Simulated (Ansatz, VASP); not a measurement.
# Cross-check of K2CO3 (liquid K2CO3 at 1100 K) between VASP and Ansatz, part 2 of 2

Wanted: the spread between two codes on one cell, functional and k mesh. Of the first pair: The structure shown is the start of the Ansatz relaxation below; VASP solves that cell, so the two are compared at the walk's first step.

VASP 6.6.1 and Ansatz 0.2.0.

So far. Step 3 (VASP: single point, revPBE, start cell, pair 1): The run ends at a pressure of 6.16 GPa, with forces up to 19 eV/Å.

## 5. Ansatz: relaxation, revPBE

Level of this step: Ansatz beside VASP: Kohn-Sham DFT, plane waves, revPBE (Ansatz).

This run makes the geometry at which the two programs are then compared. The cell compared in this pair holds 3882.65 Å³, against 3809.03 Å³ for the pair before.

The structure compared here is the end of the Ansatz relaxation.

input.yaml reads:

```yaml
crystal:
  lattice:
    - [15.61726, 0.0, 0.0]
    - [0.0, 15.61726, 0.0]
    - [0.0, 0.0, 15.61726]
  atoms:
    - { symbol: C, position: [0.21649, 0.63258, 0.75666] }
    - { symbol: O, position: [0.2174, 0.7152, 0.73565] }
    - { symbol: O, position: [0.15675, 0.6132, 0.80071] }
    - { symbol: O, position: [0.2777, 0.58478, 0.75252] }
    - { symbol: C, position: [0.83259, 0.38131, 0.64693] }
    - { symbol: O, position: [0.78832, 0.40126, 0.58228] }
    - { symbol: O, position: [0.91159, 0.36737, 0.62451] }
    - { symbol: O, position: [0.80366, 0.3473, 0.71518] }
    - { symbol: C, position: [0.84847, 0.58005, 0.88399] }
    - { symbol: O, position: [0.8501, 0.50149, 0.92122] }
    - { symbol: O, position: [0.83943, 0.59056, 0.80526] }
    - { symbol: O, position: [0.88792, 0.63456, 0.91977] }
    - { symbol: C, position: [0.45589, 0.541, 0.53068] }
    - { symbol: O, position: [0.38813, 0.52956, 0.5505] }
    - { symbol: O, position: [0.49949, 0.47349, 0.51732] }
    - { symbol: O, position: [0.47042, 0.61585, 0.49528] }
    - { symbol: C, position: [0.48183, 0.09862, 0.14222] }
    - { symbol: O, position: [0.55089, 0.12943, 0.11588] }
    - { symbol: O, position: [0.48047, 0.01084, 0.14108] }
    - { symbol: O, position: [0.41425, 0.14589, 0.16092] }
    - { symbol: C, position: [0.91616, 0.91954, 0.28803] }
    - { symbol: O, position: [0.97736, 0.97504, 0.30861] }
    - { symbol: O, position: [0.91146, 0.84835, 0.32436] }
    - { symbol: O, position: [0.84558, 0.95215, 0.25236] }
    - { symbol: C, position: [0.84455, 0.78828, 0.68733] }
    - { symbol: O, position: [0.88087, 0.75706, 0.62099] }
    - { symbol: O, position: [0.76092, 0.79266, 0.6822] }
    - { symbol: O, position: [0.8873, 0.8235, 0.75187] }
    - { symbol: C, position: [0.96813, 0.8797, 0.06141] }
    - { symbol: O, position: [0.88638, 0.85922, 0.0774] }
[... 156 atom lines left out ...]
    - { symbol: K, position: [0.09744, 0.72654, 0.22022] }
    - { symbol: K, position: [0.83076, 0.21575, 0.52399] }
    - { symbol: K, position: [0.0068, 0.36896, 0.10353] }
    - { symbol: K, position: [0.06616, 0.69226, 0.68688] }
    - { symbol: K, position: [0.47033, 0.30123, 0.22281] }
    - { symbol: K, position: [0.94814, 0.41706, 0.79868] }
kpoints:
  mp_grid: { grid: [1, 1, 1] }
hamiltonian:
  xc: revpbe
scf:
  occupations: { method: fixed }
output:
  forces: true
relax:
  f_tol: 0.05
  max_steps: 200
  cell: {}
```

Launch:

```
$ ansatz run input.yaml --threads 8 --pin off --max-ram 15872MiB --backend cpu --events-out ev --progress --plain --runs-dir out
```

Numbers of over 12 decimals in the logs are rounded to 6 here.

What it wrote:

```text
[...]
Crystal: 192 atoms, lattice volume = 3809.031 Å³
Basis set: ecut = 420 eV, 74509 PW (Γ), exchange–correlation on 216×216×216 points (8 copies of the dense FFT grid, shifted against one another)
Bands: 832, of which v1, the nominal top of the filled ones, is band 640 counted from 1 (639 counted from 0)
Symmetry: 1 space group operations
[...]
k-points: 1
[...]
- { symbol: K, position: [0.617779, 0.058337, 0.465944] }
    - { symbol: K, position: [0.097486, 0.382568, 0.502347] }
    - { symbol: K, position: [0.572642, 0.211803, 0.627643] }
    - { symbol: K, position: [0.084252, 0.799004, 0.446458] }
    - { symbol: K, position: [0.847893, 0.806341, 0.555799] }
    - { symbol: K, position: [0.534007, 0.130421, 0.928969] }
    - { symbol: K, position: [0.230812, 0.504414, 0.622876] }
[...]
- { symbol: K, position: [-0.000901643, 0.275392, 0.040265] }
    - { symbol: K, position: [0.054382, 0.701479, 0.671019] }
    - { symbol: K, position: [0.454350, 0.351381, 0.237935] }
    - { symbol: K, position: [0.932609, 0.423099, 0.802194] }
```

## 6. VASP: single point, revPBE, relaxed cell, pair 2

The same cell, functional and mesh now go to VASP, with its own data sets.

INCAR reads:

```
SYSTEM = K2CO3
PREC = Accurate
ENCUT = 600
EDIFF = 1E-06
NELM = 120
ISMEAR = 0
SIGMA = 0.01
LREAL = Auto
ALGO = Normal
GGA = RE
NBANDS = 774
LORBIT = 11
LWAVE = .FALSE.
LCHARG = .FALSE.
ISIF = 2
LASPH = .TRUE.
GGA_COMPAT = .FALSE.
EFERMI = MIDGAP
```

POSCAR reads:

```
K2CO3
1.0
   15.3784840000      0.0203200000     -0.1032010000
    0.0203200000     15.5975000000     -0.0353120000
   -0.1032010000     -0.0353120000     16.1875640000
C O K
32 96 64
Direct
    0.2113500000      0.6188000000      0.7703800000
    0.8063300000      0.3947100000      0.6486300000
    0.8540500000      0.5893500000      0.9365100000
    0.4498100000      0.5362000000      0.5258600000
    0.4800100000      0.1968600000      0.1190400000
    0.9280700000      0.8794800000      0.3330800000
    0.8788800000      0.7623500000      0.7404600000
    0.9721100000      0.8914500000      0.0211900000
    0.0294700000      0.5833000000      0.5003900000
    0.9259400000      0.5529200000      0.2169000000
    0.7094000000      0.6646700000      0.4547100000
    0.5691300000      0.2871000000      0.8046000000
    0.2019000000      0.3765800000      0.0342200000
    0.2614300000      0.7253200000      0.0093500000
    0.4606100000      0.8375800000      0.7054700000
    0.2170800000      0.3309700000      0.7089700000
    0.6833900000      0.2749500000      0.3465300000
    0.3080400000      0.0422400000      0.8742600000
    0.5333800000      0.5152600000      0.1813900000
    0.2650500000      0.7183300000      0.3499600000
    0.7797100000      0.0627100000      0.5924700000
    0.0857600000      0.9216500000      0.6086700000
    0.5358300000      0.9326800000      0.3325200000
    0.2331100000      0.0104300000      0.2169700000
    0.7033900000      0.0322200000      0.8769900000
    0.2751500000      0.3734200000      0.3431800000
    0.6349800000      0.7894100000      0.1288800000
    0.4098800000      0.1108800000      0.5381100000
    0.8374800000      0.1818500000      0.1237500000
    0.9963000000      0.1881600000      0.8571000000
[... 156 atom lines left out ...]
    0.1074600000      0.7491400000      0.1979800000
    0.8106900000      0.2451800000      0.5160600000
    0.9991000000      0.2753900000      0.0402700000
    0.0543800000      0.7014800000      0.6710200000
    0.4543500000      0.3513800000      0.2379400000
    0.9326100000      0.4231000000      0.8021900000
```

KPOINTS reads:

```
Automatic mesh
0
Gamma
1 1 1
0 0 0
```

Potentials, in the order of the species: C, O and K_sv (PBE family, release 64).

Launch:

```
$ export OMP_NUM_THREADS=3
$ mpirun -np 1 vasp_gam
```

What it wrote:

```text
[banner, memory and clock lines left out]
running    1 mpi-ranks, on    1 nodes
[...]
Offloading initialized ...    1 GPUs detected
[...]
[... a notice as in an earlier step ...]

 LDA part: xc-table for (Slater+PW92), standard interpolation
 POSCAR, INCAR and KPOINTS ok, starting setup
[...]
entering main loop
       N       E                     dE             d eps       ncg     rms          rms(c)
DAV:   1     0.159024855992E+05    0.15902E+05   -0.77551E+05  1548   0.181E+03
DAV:   2     0.393823228628E+03   -0.15509E+05   -0.14998E+05  1922   0.499E+02
DAV:   3    -0.120653677063E+04   -0.16004E+04   -0.15910E+04  1936   0.154E+02
DAV:   4    -0.126980572598E+04   -0.63269E+02   -0.63003E+02  1928   0.312E+01
[...]
DAV:  19    -0.112347073011E+04    0.50267E-05   -0.15932E-05  1744   0.958E-03    0.516E-03
DAV:  20    -0.112347073075E+04   -0.63833E-06   -0.10746E-05  1928   0.581E-03    0.347E-03
DAV:  21    -0.112347073055E+04    0.20298E-06   -0.21466E-06  1240   0.201E-03
   1 F= -.11234707E+04 E0= -.11234707E+04  d E =0.000000E+00
```

Parts of OUTCAR (step 6):

```text
  FREE ENERGIE OF THE ION-ELECTRON SYSTEM (eV)
  ---------------------------------------------------
  free  energy   TOTEN  =     -1123.4707305484 eV

  energy  without entropy=    -1123.4707305484  energy(sigma->0) =    -1123.47073055
```

The run ends at a pressure of 0.28 GPa, with forces up to 0.27 eV/Å.

## 7. Differences

What differs besides the data sets and the points named for the pairs above, as far as they apply: the cutoff is 420 eV in Ansatz and 600 eV in VASP (PREC = Accurate, projectors in real space). Total energies have different zeros and are not compared.

The two programs side by side:

| quantity | Ansatz | VASP | difference |
| --- | --- | --- | --- |
| pressure (GPa) | 0.01 | 0.28 | -0.26 |
| gap on the k mesh (eV) | 3.107 | 3.107 | 0.000 |

Forces on 9 of the 192 atoms, those with the largest forces and the largest differences (eV/Å; atoms numbered as in POSCAR):

| atom | Ansatz x, y, z | VASP x, y, z |
| --- | --- | --- |
| O53 | 0.000, 0.001, 0.002 | 0.201, 0.057, 0.160 |
| O56 | 0.017, -0.015, 0.032 | 0.132, -0.145, 0.190 |
| O60 | -0.011, -0.008, -0.013 | 0.048, -0.249, -0.007 |
| O61 | -0.025, 0.001, -0.018 | -0.251, 0.066, -0.004 |
| O68 | 0.014, 0.006, -0.023 | 0.055, 0.167, -0.192 |
| O83 | 0.008, -0.007, -0.001 | -0.232, 0.038, -0.070 |
| O95 | -0.003, -0.001, -0.004 | 0.229, 0.087, 0.047 |
| O107 | 0.008, 0.001, -0.006 | 0.202, -0.011, -0.149 |
| O122 | -0.006, 0.009, 0.003 | -0.123, 0.229, 0.011 |

The forces differ by 96 meV/Å r.m.s., where the r.m.s. force is 0.008 eV/Å in Ansatz and 0.096 eV/Å in VASP: the atoms lie near their places of rest in Ansatz, so a percentage would say little (all taken over all components). A gap on the mesh is an upper bound, since the band edges may lie between its points.

## 8. Summary of results

```
r.m.s. force difference (single point, revPBE, start cell, pair 1)   : 6.2 % of the r.m.s. force
r.m.s. force difference (single point, revPBE, relaxed cell, pair 2) : 96 meV/Å
```

In words: The r.m.s. force difference is 96 meV/Å (single point, revPBE, relaxed cell, pair 2), beyond the 12 meV/Å picked in this series as the mark of a large difference. What causes the difference of the single point, revPBE, start cell, pair 1 pair stays open here. What causes the difference of the single point, revPBE, relaxed cell, pair 2 pair stays open here. Such differences can come from data sets, numerical settings and the points named under the comparisons, not from the functional's error against experiment.

[Lines on the potential files, build, host, timing and source positions are cut from VASP's logs without a mark.]

[Logs are printed without paths, hosts, clocks, repeated set-up lines and the standing remarks that a program may print on its own settings, such as how far it seeks lower states.]

[Hosts, paths, dates, database ids (printed as entryN), source tags and the programs' standing remarks are cut or masked in the printed files.]
